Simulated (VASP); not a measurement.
**W (Tungsten) with LDA: from relaxation to properties**

What structure and properties does LDA give W (Tungsten), and how near are they to the measured ones? The steps: full relaxation (LDA), second relaxation, density, ELF and potential (LDA), band structure (LDA), density of states (LDA), volume scan with LDA, fit for LDA, elastic constants (LDA), core-level energies (LDA) and bands along the symmetry lines (LDA + SOC). The start is a cell from a database of measured crystal structures.

Calculated with VASP 6.6.1; LDA; plane waves and PAW (W), in the first sound run; inputs show where later runs differ.

**What experiment says.**

For W, body-centred cubic (as-printed pure W, laser powder bed fusion), “Alloying Effects on the Microstructure and Properties of Laser Additively Manufactured Tungsten Materials” (2023, arxiv:2311.02034) gives, by synchrotron XRD, Rietveld refinement: lattice constant a (a of BCC W) 3.16047 ± 6e-05 Å [as-printed laser additively manufactured sample, below full density, with slight …].

Most raw output is cut from this account.

**1. Set-up**

Before any relaxation, the start is as follows. Symmetry: Im-3m, No. 229, cubic system. The conventional cell has a = 3.165 Å, b = 3.165 Å, c = 3.165 Å, α = 90.00°, β = 90.00°, γ = 90.00°. Nearest to W lie 8 W at 2.74 Å.

Coordinates:

```xyz
1
Lattice="-1.5823 1.5823 1.5823 1.5823 -1.5823 1.5823 1.5823 1.5823 -1.5823" Properties=species:S:1:pos:R:3 pbc="T T T"
W     0.0000    0.0000    0.0000
```

**2. Full relaxation (LDA)**

Properties are meant for the cell that this level of theory prefers, so cell and atoms are relaxed first (ISIF = 3) until forces and stress are small; EDIFFG sets the threshold. LDA, the lowest rung, knows the local density alone.

Contents of INCAR:

```
SYSTEM = W
PREC = Accurate
ENCUT = 400
EDIFF = 1E-06
NELM = 100
ISMEAR = 1
SIGMA = 0.2
LREAL = .FALSE.
ALGO = Normal
GGA = CA
NBANDS = 9
LORBIT = 11
LWAVE = .FALSE.
LCHARG = .FALSE.
KPAR = 2
IBRION = 2
NSW = 60
ISIF = 3
EDIFFG = -0.01
```

Contents of POSCAR:

```
W
1.0
   -1.5823450000      1.5823450000      1.5823450000
    1.5823450000     -1.5823450000      1.5823450000
    1.5823450000      1.5823450000     -1.5823450000
W
1
Direct
    0.0000000000      0.0000000000      0.0000000000
```

Contents of KPOINTS:

```
Automatic mesh
0
Gamma
10 10 10
0 0 0
```

Potentials, in the order of the species: W (LDA family, release 64).

Launch:

```sh
$ mpirun -np 2 vasp_std
```

Run time: 4.2 s. Hardware: 2 MPI ranks of Intel Xeon 6975P-C (Granite Rapids), shared host; peak memory 0.23 GiB; 7.1 s of CPU time.

The k-mesh is coarse for a metal. The data set W keeps the semicore shell frozen, which is cheaper and a little less accurate. The run keeps the 48 symmetry operations of its start, so it cannot find a distortion of lower symmetry.

The steps of the relaxation:

```csv
step,energy less that of the first step (eV),largest force (eV/Å),pressure (GPa),volume (Å³)
1,0.0000,0.0000,-10.61,15.85
2,0.2599,0.0000,54.68,13.56
3,-0.0172,0.0000,-0.78,15.38
4,-0.0173,0.0000,-0.12,15.35
5,-0.0173,0.0000,0.10,15.34
```

```csv
"conventional cell, symmetrised",before,after,change
a (Å),3.165,3.130,-1.1 %
b (Å),3.165,3.130,-1.1 %
c (Å),3.165,3.130,-1.1 %
volume (Å³/atom),15.85,15.34,-3.2 %
```

Final coordinates:

```cif
data_structure
_symmetry_space_group_name_H-M 'P 1'
_symmetry_Int_Tables_number 1
_cell_length_a 2.7109
_cell_length_b 2.7109
_cell_length_c 2.7109
_cell_angle_alpha 109.471
_cell_angle_beta 109.471
_cell_angle_gamma 109.471
_cell_volume 15.34
loop_
_atom_site_label
_atom_site_type_symbol
_atom_site_fract_x
_atom_site_fract_y
_atom_site_fract_z
_atom_site_occupancy
W1 W 0.00000 0.00000 0.00000 1
```

Numbers from this step:

* electrons: 6
* bands: 9
* irreducible k-points: 47
* symmetry operations: 48
* free energy (TOTEN): -14.20 eV
* energy at zero smearing: -14.20 eV
* Fermi energy: 8.298 eV
* pressure: 0.09580 GPa
* metallic, judged on the points sampled: yes
* SCF cycles over all ionic steps: 31

It ends with forces that vanish by symmetry and a pressure of 0.10 GPa. The volume lies -3.2 % from that of the database's start, part of which can be the thermal and zero-point expansion of its experiment. LDA is known to overbind.

**3. Second relaxation**

The basis stayed that of the start cell while the cell moved. A rerun from the cell reached resets it; the error of the finite cutoff stays.

INCAR is that of step 2.

Contents of POSCAR:

```
W
1.0
   -1.5651371244      1.5651371244      1.5651371244
    1.5651371244     -1.5651371244      1.5651371244
    1.5651371244      1.5651371244     -1.5651371244
W
1
Direct
    0.0000000000      0.0000000000      0.0000000000
```

KPOINTS is that of step 2.

Launch:

```sh
$ mpirun -np 2 vasp_std
```

It took 1.6 s on 2 MPI ranks; peak memory 0.21 GiB.

Little changed from the start: no atom moved by 0.005 Å and no cell edge by 0.1 %.

This step gave:

* pressure: 0.07624 GPa
* SCF cycles over all ionic steps: 11

It ends with forces that vanish by symmetry and a pressure of 0.08 GPa. The volume moved by under 0.01 %: the run met its threshold at the first step.

**4. Density, ELF and potential (LDA)**

A single point on the relaxed cell gives a clean self-consistent state, with density, ELF and potential written out.

INCAR: that of step 3 with these lines changed.

```diff
@@ -13,7 +13,5 @@
 LWAVE = .FALSE.
-LCHARG = .FALSE.
-KPAR = 2
-IBRION = 2
-NSW = 60
-ISIF = 3
-EDIFFG = -0.01
+LCHARG = .TRUE.
+ISIF = 2
+LELF = .TRUE.
+LVHAR = .TRUE.
```

POSCAR is that of step 3.

KPOINTS is that of step 3.

Launch:

```sh
$ mpirun -np 2 vasp_std
```

It took 1.8 s on 2 MPI ranks; peak memory 0.19 GiB; 2.4 s of CPU time.

Numbers from this step:

```yaml
scf_cycles: 11
bands: 10
pressure: 0.07669 GPa
```

Valence electrons inside each PAW sphere by angular momentum. Sphere charges, by row:

```csv
atom,s (e),p (e),d (e),tot (e)
W1,0.693,0.75,4.232,5.675
```

Valence density in the ac plane of the conventional cell at fractional y = 0.000, with atoms of W within 0.2 Å of it. It is the smooth field of the valence electrons, not physical close to the nuclei.

Ten even steps from '_' (0.27 e/Å³) to '@' (0.85 e/Å³), each cell a mean:
```
%%##++--..__________::==**##
****++==::________..::==****
--====--..________..::--====
::::::....__________..::::::
__....________________....__
____________________________
____________________________
____________________________
____________________________
....::....__________....::..
----==::..__________..--==--
++++++==::________..::==++++
%%##++--..________..::==**##
@@%%++--..__________::--**%%
```
Columns run along a (3.1 Å), rows up along c (3.1 Å), edges of the conventional cell, whose origin can differ from the input's. Atoms in or near the plane, at fractional coordinates: W at (0.00, 0.00).

ELF in the ac plane of the conventional cell at fractional y = 0.000, with atoms of W within 0.2 Å of it. It is the smooth field of the valence electrons, not physical close to the nuclei.

Values, 14 rows by 14 columns, each cell a mean:
```
0.00 0.00 0.02 0.07 0.14 0.25 0.37 0.43 0.34 0.21 0.12 0.05 0.01 0.00
0.00 0.02 0.07 0.15 0.22 0.31 0.42 0.48 0.40 0.27 0.20 0.12 0.05 0.01
0.03 0.07 0.16 0.25 0.32 0.40 0.48 0.52 0.47 0.37 0.30 0.23 0.12 0.05
0.09 0.13 0.23 0.32 0.39 0.47 0.51 0.53 0.51 0.45 0.37 0.30 0.20 0.12
0.18 0.22 0.31 0.40 0.46 0.50 0.50 0.51 0.51 0.50 0.45 0.37 0.27 0.21
0.32 0.35 0.42 0.48 0.51 0.49 0.47 0.46 0.48 0.51 0.51 0.47 0.40 0.34
0.42 0.44 0.49 0.53 0.52 0.49 0.45 0.44 0.46 0.51 0.53 0.52 0.48 0.43
0.35 0.38 0.45 0.50 0.52 0.49 0.46 0.45 0.47 0.50 0.51 0.48 0.42 0.37
0.22 0.26 0.34 0.43 0.49 0.50 0.49 0.49 0.49 0.50 0.47 0.40 0.31 0.25
0.11 0.16 0.25 0.34 0.42 0.49 0.52 0.52 0.51 0.46 0.39 0.32 0.22 0.14
0.05 0.08 0.18 0.27 0.34 0.43 0.50 0.53 0.48 0.40 0.32 0.25 0.15 0.07
0.01 0.03 0.10 0.18 0.25 0.34 0.45 0.49 0.42 0.31 0.23 0.16 0.07 0.02
0.00 0.00 0.03 0.08 0.16 0.26 0.38 0.44 0.35 0.22 0.13 0.07 0.02 0.00
0.00 0.00 0.01 0.05 0.11 0.22 0.35 0.42 0.32 0.18 0.09 0.03 0.00 0.00
```
Columns run along a (3.1 Å), rows up along c (3.1 Å), edges of the conventional cell, whose origin can differ from the input's. Atoms in or near the plane, at fractional coordinates: W at (0.00, 0.00).

Electrostatic potential energy in the ac plane of the conventional cell at fractional y = 0.000, with atoms of W within 0.2 Å of it. With pseudopotentials it is smooth inside the atoms' cores, unlike the true potential.

Ten even steps from '_' (-33 eV) to '@' (1 eV), each cell a mean:
```
____..--++##@@@@@@##==::____
__..::==**%%@@@@@@##++--..__
::::==++##@@@@@@@@%%**++--::
====**##%%@@@@@@@@@@%%**++==
####%%%%@@@@@@@@@@@@@@%%####
@@@@@@@@@@@@@@@@@@@@@@@@@@@@
@@@@@@@@@@@@@@@@@@@@@@@@@@@@
@@@@@@@@@@@@@@@@@@@@@@@@@@@@
##%%%%@@@@@@@@@@@@@@@@@@%%##
++++**##%%@@@@@@@@@@%%##**++
::--==**##@@@@@@@@%%##++==--
....::==**%%@@@@@@%%**==::..
____..--++%%@@@@@@##==::..__
____..::++##@@@@@@##==::____
```
Columns run along a (3.1 Å; values clipped at the 3rd and 97th percentile), rows up along c (3.1 Å), edges of the conventional cell, whose origin can differ from the input's. Atoms in or near the plane, at fractional coordinates: W at (0.00, 0.00).

In this run the pressure is 0.08 GPa, small enough to go on; single stress components reach 0.08 GPa.

**5. Band structure (LDA)**

The mesh alone shows little of the dispersion and can miss band extrema, so KPOINTS_OPT adds a path through the symmetry points after the self-consistent cycle.

Contents of INCAR:

```
SYSTEM = W
PREC = Accurate
ENCUT = 400
EDIFF = 1E-06
NELM = 100
ISMEAR = 1
SIGMA = 0.2
LREAL = .FALSE.
ALGO = Normal
GGA = CA
NBANDS = 14
LORBIT = 11
LWAVE = .FALSE.
LCHARG = .FALSE.
KPAR = 2
```

POSCAR is that of step 4.

KPOINTS is that of step 4.

Contents of KPOINTS_OPT:

```
Line mode
16
Line-mode
Reciprocal
  0.00000000   0.00000000   0.00000000 GAMMA
  0.50000000  -0.50000000   0.50000000 H

  0.50000000  -0.50000000   0.50000000 H
  0.00000000   0.00000000   0.50000000 N

  0.00000000   0.00000000   0.50000000 N
  0.00000000   0.00000000   0.00000000 GAMMA

  0.00000000   0.00000000   0.00000000 GAMMA
  0.25000000   0.25000000   0.25000000 P

  0.25000000   0.25000000   0.25000000 P
  0.50000000  -0.50000000   0.50000000 H

  0.25000000   0.25000000   0.25000000 P
  0.00000000   0.00000000   0.50000000 N
```

Launch:

```sh
$ mpirun -np 2 vasp_std
```

The job ended after 3.4 s (2 MPI ranks; peak memory 0.21 GiB; 5.8 s of CPU time).

Spin-orbit coupling is off here; it can split and shift levels that hold much weight on W by tenths of an eV or more.

Numbers from this step:

| Property | Result |
| --- | --- |
| bands | 14 |
| pressure | 0.07707 GPa |

The electronic bands at the labelled points (eV, zero at the Fermi level; # counts the bands kept in this run):

```csv
point,#1,#2,#3,#4,#5,#6
Γ,-9.83,-1.46,-1.46,-1.46,2.13,2.13
0.53 of the way,-5.05,-3.49,-0.45,-0.45,1.59,3.50
H,-6.22,-6.22,5.22,5.22,5.22,8.63
0.53 of the way,-5.17,-3.64,-1.22,-0.08,5.78,7.34
N,-6.58,-3.88,0.85,2.05,3.05,6.27
0.53 of the way,-7.61,-2.69,-2.01,1.10,1.44,2.30
Γ,-9.83,-1.46,-1.46,-1.46,2.13,2.13
0.47 of the way,-6.56,-3.06,-3.06,2.11,2.11,3.21
P,-3.15,-3.15,-3.15,3.22,3.22,6.94
0.47 of the way,-3.92,-3.50,-3.50,2.76,2.76,9.09
H,-6.22,-6.22,5.22,5.22,5.22,8.63
jump to P,-3.15,-3.15,-3.15,3.22,3.22,6.94
0.47 of the way,-4.95,-3.87,-1.25,2.65,3.14,8.99
N,-6.58,-3.88,0.85,2.05,3.05,6.27
```

There is no gap at this level.

**6. Density of states (LDA)**

Here the states are counted by energy and projected on the atoms. The mesh is finer than in the run before.

INCAR: that of step 5 with these lines changed.

```diff
@@ -5,3 +5,3 @@
 NELM = 100
-ISMEAR = 1
+ISMEAR = -5
 SIGMA = 0.2
@@ -15 +15,2 @@
 KPAR = 2
+NEDOS = 2001
```

POSCAR is that of step 5.

Contents of KPOINTS:

```
Automatic mesh
0
Gamma
15 15 15
0 0 0
```

Launch:

```sh
$ mpirun -np 2 vasp_std
```

Wall time 5.2 s (2 MPI ranks); peak memory 0.25 GiB; 9.3 s of CPU time.

With tetrahedra the forces and stress of a metal are not exact derivatives of the energy.

Numbers from this step:

```yaml
scf_cycles: 12
irreducible_k_points: 120
free_energy_toten: -14.21 eV
fermi_energy: 8.232 eV
pressure: -0.1071 GPa
dos_at_the_fermi_level_one_point_of_the_energy_grid: 0.3838 states/eV/cell
```

The density of states has structure finer than the step of the table below, so its rows give means over 1 eV, whole bins alone (the curve runs from -12.0 to 7.98 eV). Peaks (eV: height): total -5.0: 1.18, -3.5: 2.94, -2.1: 2.02, 3.2: 3.40; W d -4.8: 0.835, -3.5: 2.53, -2.1: 1.51, 3.2: 3.18; W p -4.8: 0.108, -3.5: 0.332, -2.0: 0.343, 3.2: 0.0873; W s -6.3: 0.289, -2.0: 0.0558, 3.1: 0.0671.

States under -12.0 eV and over 8.0 eV are left out. The density of states by energy, zero at the Fermi level; means over each step; values in states/eV/cell:

```csv
energy (eV),total,W d,W p,W s
-11,0,0,0,0
-10,0.00230,0,3.6e-5,0.00203
-9,0.0464,4.3e-4,0.00249,0.0388
-8,0.0921,0.00423,0.00953,0.0694
-7,0.176,0.0279,0.0232,0.109
-6,0.682,0.366,0.0555,0.223
-5,0.997,0.688,0.0875,0.158
-4,0.704,0.590,0.0674,0.0202
-3,1.29,1.10,0.125,0.0157
-2,1.40,1.05,0.236,0.0374
-1,0.435,0.280,0.107,0.0139
0,0.464,0.357,0.0655,0.00970
1,0.842,0.726,0.0438,0.0175
2,1.08,0.973,0.0379,0.0157
3,1.57,1.44,0.0500,0.0317
4,0.647,0.518,0.0688,0.0340
5,0.431,0.337,0.0562,0.0182
6,0.290,0.212,0.0517,0.0136
7,0.291,0.183,0.0744,0.0178
```

The finer mesh and the other smearing move the Fermi level by -0.07 eV from the 10×10×10 run, one measure of the sampling error in the zero of the bands above. Of the states within 0.3 eV of the Fermi level, the largest shares in the PAW spheres are W d 76 % and W p 15 %. The rest lies in smaller channels or between the spheres.

**7. Volume scan with LDA, volume scale 0.94**

An equation of state needs energies on both sides of the minimum, all on one mesh and cutoff.

Contents of INCAR:

```
SYSTEM = W
PREC = Accurate
ENCUT = 400
EDIFF = 1E-06
NELM = 100
ISMEAR = 1
SIGMA = 0.2
LREAL = .FALSE.
ALGO = Normal
GGA = CA
NBANDS = 9
LORBIT = 11
LWAVE = .FALSE.
LCHARG = .FALSE.
KPAR = 2
ISIF = 2
```

Contents of POSCAR:

```
W
1.0
   -1.5331865853      1.5331865853      1.5331865853
    1.5331865853     -1.5331865853      1.5331865853
    1.5331865853      1.5331865853     -1.5331865853
W
1
Direct
    0.0000000000      0.0000000000      0.0000000000
```

Contents of KPOINTS:

```
Automatic mesh
0
Gamma
10 10 10
0 0 0
```

Launch:

```sh
$ mpirun -np 2 vasp_std
```

Run time: 1.8 s. Hardware: 2 MPI ranks; peak memory 0.21 GiB.

The scan keeps the cell's shape and the fractional positions fixed.

This step gave:

```yaml
scf_cycles: 11
bands: 9
irreducible_k_points: 47
free_energy_toten: -14.13 eV
energy_at_zero_smearing: -14.13 eV
fermi_energy: 9.017 eV
pressure: 24.79 GPa
```

The pressure here is 24.79 GPa.

**8. Volume scan with LDA, volume scale 0.96**

INCAR is that of step 7.

Contents of POSCAR:

```
W
1.0
   -1.5439840297      1.5439840297      1.5439840297
    1.5439840297     -1.5439840297      1.5439840297
    1.5439840297      1.5439840297     -1.5439840297
W
1
Direct
    0.0000000000      0.0000000000      0.0000000000
```

KPOINTS is that of step 7.

Launch:

```sh
$ mpirun -np 2 vasp_std
```

It took 2.2 s on 2 MPI ranks; peak memory 0.2 GiB.

Numbers from this step:

- free energy (TOTEN): -14.17 eV
- energy at zero smearing: -14.17 eV
- Fermi energy: 8.768 eV
- pressure: 15.70 GPa

The pressure falls from 24.79 to 15.70 GPa.

The run ends at a pressure of 15.70 GPa.

**9. Volume scan with LDA, volume scale 0.98**

INCAR is that of step 8.

Contents of POSCAR:

```
W
1.0
   -1.5546325319      1.5546325319      1.5546325319
    1.5546325319     -1.5546325319      1.5546325319
    1.5546325319      1.5546325319     -1.5546325319
W
1
Direct
    0.0000000000      0.0000000000      0.0000000000
```

KPOINTS is that of step 8.

Launch:

```sh
$ mpirun -np 2 vasp_std
```

Run time: 1.8 s. Hardware: 2 MPI ranks; peak memory 0.2 GiB; 2.3 s of CPU time.

The pressure falls from 15.70 to 7.47 GPa.

The run ends at a pressure of 7.47 GPa.

**10. Volume scan with LDA, volume scale 1**

INCAR is that of step 9.

Contents of POSCAR:

```
W
1.0
   -1.5651371244      1.5651371244      1.5651371244
    1.5651371244     -1.5651371244      1.5651371244
    1.5651371244      1.5651371244     -1.5651371244
W
1
Direct
    0.0000000000      0.0000000000      0.0000000000
```

KPOINTS is that of step 9.

Launch:

```sh
$ mpirun -np 2 vasp_std
```

Run time: 1.6 s. Hardware: 2 MPI ranks; peak memory 0.2 GiB; 2.1 s of CPU time.

The pressure falls from 7.47 to 0.08 GPa.

The run ends at a pressure of 0.08 GPa.

**11. Volume scan with LDA, volume scale 1.02**

INCAR is that of step 10.

Contents of POSCAR:

```
W
1.0
   -1.5755025730      1.5755025730      1.5755025730
    1.5755025730     -1.5755025730      1.5755025730
    1.5755025730      1.5755025730     -1.5755025730
W
1
Direct
    0.0000000000      0.0000000000      0.0000000000
```

KPOINTS is that of step 10.

Launch:

```sh
$ mpirun -np 2 vasp_std
```

Run time: 1.6 s. Hardware: 2 MPI ranks; peak memory 0.2 GiB.

The pressure falls from 0.08 to -6.56 GPa, so it vanishes between these two volumes.

**12. Volume scan with LDA, volume scale 1.04**

INCAR is that of step 11.

Contents of POSCAR:

```
W
1.0
   -1.5857333959      1.5857333959      1.5857333959
    1.5857333959     -1.5857333959      1.5857333959
    1.5857333959      1.5857333959     -1.5857333959
W
1
Direct
    0.0000000000      0.0000000000      0.0000000000
```

KPOINTS is that of step 11.

Launch:

```sh
$ mpirun -np 2 vasp_std
```

It took 1.6 s on 2 MPI ranks; peak memory 0.21 GiB.

The pressure falls from -6.56 to -12.52 GPa.

The run ends at a pressure of -12.52 GPa.

**13. Volume scan with LDA, volume scale 1.06**

A prediction first. A least-squares parabola for the 6 pressures of evenly scaled cells so far, P = 0.07 -351.2 t +780 t² GPa with t = ln(V/V₁) and V₁ the volume at scale 1, gives -17.74 GPa at t = +0.0583.

INCAR is that of step 12.

Contents of POSCAR:

```
W
1.0
   -1.5958338809      1.5958338809      1.5958338809
    1.5958338809     -1.5958338809      1.5958338809
    1.5958338809      1.5958338809     -1.5958338809
W
1
Direct
    0.0000000000      0.0000000000      0.0000000000
```

KPOINTS is that of step 12.

Launch:

```sh
$ mpirun -np 2 vasp_std
```

Elapsed: 2 s, on 2 MPI ranks; peak memory 0.2 GiB.

The pressure falls from -12.52 to -17.88 GPa. The parabola predicted -17.74 GPa, +0.13 GPa off.

**14. The series together**

Times are for 2 MPI ranks of Intel Xeon 6975P-C (Granite Rapids), shared host. Results by setting:

```csv
no.,volume scale,energy above the lowest point (meV/atom),pressure (GPa),time,memory (GiB)
1,0.94,67.7,24.79,1.8 s,0.21
2,0.96,29,15.70,2.2 s,0.2
3,0.98,7.04,7.467,1.8 s,0.2
4,1,0,0.07624,1.6 s,0.2
5,1.02,6.29,-6.559,1.6 s,0.2
6,1.04,24.6,-12.52,1.6 s,0.21
7,1.06,53.71,-17.88,2 s,0.2
```

**15. Fit for LDA**

This step: Birch-Murnaghan fit, LDA; plane waves and PAW (VASP 6.6.1).

No new run; the numbers come from the runs before.

This step gave:

```
pressure derivative of the bulk modulus : 4.468
r.m.s. error of the fit                 : 1.80e-5 eV/atom
minimum inside the sampled range        : yes
bulk modulus                            : 348.9 GPa
equilibrium volume of the fit           : 15.34 Å³/atom
```

The energy above the fitted minimum by volume:

```csv
volume (Å³/atom),energy above the fitted minimum (eV/atom)
14.416,0.0677
14.723,0.0290
15.030,0.00707
15.336,2.8e-5
15.643,0.00632
15.950,0.0246
16.256,0.0537
```

The fit over cells of fixed shape and fractional positions puts the volume +0.02 % from the relaxed one.

[end of part 1 of 2]

[Lines on the potential files, build, host, timing and source positions are cut from VASP's logs without a mark.]

[Logs are printed without paths, hosts, clocks, repeated set-up lines and the standing remarks that a program may print on its own settings, such as how far it seeks lower states.]

[Hosts, paths, dates, database ids (printed as entryN), source tags and the programs' standing remarks are cut or masked in the printed files.]

[A measured line is paired with the nearest computed mode of its activity, which favours agreement.]

[In band tables of VASP the shares of atoms and orbitals are scaled to a sum of 1 inside the atoms' spheres.]
